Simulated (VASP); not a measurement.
Calculation: r2SCAN meta-GGA, VASP's PBE PAW potentials (set 64) (plane waves; VASP).

Input for VASP

### KPOINTS
```
kpoints
0
Gamma
10 10 10
0 0 0
```

POSCAR:
```
PtAs
1
    0.0000000000     2.7826480643     2.7826480643
    2.7826480643    -0.0000000000     2.7826480643
    2.7826480643     2.7826480643    -0.0000000000
Pt As
1 1
Direct
  0.0000000000   0.0000000000   0.0000000000
  0.2500000000   0.2500000000   0.2500000000
```

INCAR:
```
ALGO = Normal
EDIFF = 1E-6
EDIFFG = -0.01
ENCUT = 400
IBRION = 2
ISIF = 3
ISMEAR = 1
LASPH = .True.
LCHARG = .False.
LMAXMIX = 6
LMIXTAU = .True.
LREAL = .False.
LWAVE = .False.
METAGGA = R2SCAN
NELM = 100
NSW = 60
PREC = Accurate
SIGMA = 0.1
SYSTEM = PtAs
```

POTCAR, in this order: Pt As (PBE.64 set). Program: vasp_std.

Unless said otherwise, spin-orbit coupling is left out, though it shifts the bands of the heavy elements here.

Q: What does the run give for the energy per atom (σ→0), band gap (on the k-mesh)?

A: 
```yaml
energy per atom (σ→0): -33.284 eV/atom
band gap (on the k-mesh): none (metal, semimetal or under 0.01 eV)
```

### OSZICAR
```
...
DAV:  10    -0.665658607089E+02   -0.19003E-01   -0.11280E-02  1061   0.980E-01    0.589E-02
DAV:  11    -0.665663793415E+02   -0.51863E-03   -0.55551E-04  1145   0.239E-01    0.454E-02
DAV:  12    -0.665665417973E+02   -0.16246E-03   -0.32721E-04  1075   0.189E-01    0.720E-03
DAV:  13    -0.665665742743E+02   -0.32477E-04   -0.36746E-05  1058   0.740E-02    0.477E-03
DAV:  14    -0.665665836634E+02   -0.93891E-05   -0.10630E-05  1106   0.379E-02    0.345E-03
DAV:  15    -0.665665879351E+02   -0.42718E-05   -0.22054E-06   861   0.161E-02    0.796E-04
DAV:  16    -0.665665882734E+02   -0.33828E-06   -0.26878E-07   529   0.532E-03
   1 F= -.66566588E+02 E0= -.66567107E+02  d E =-.665666E+02
```

The structure was generated: PtAs was put into the zinc blende type (F-43m), which need not be its known phase. It was relaxed first, which changed the volume by -16 %. The start is the result of an earlier pass. The electron count is odd and the run is not spin-polarised, which forces a metal.
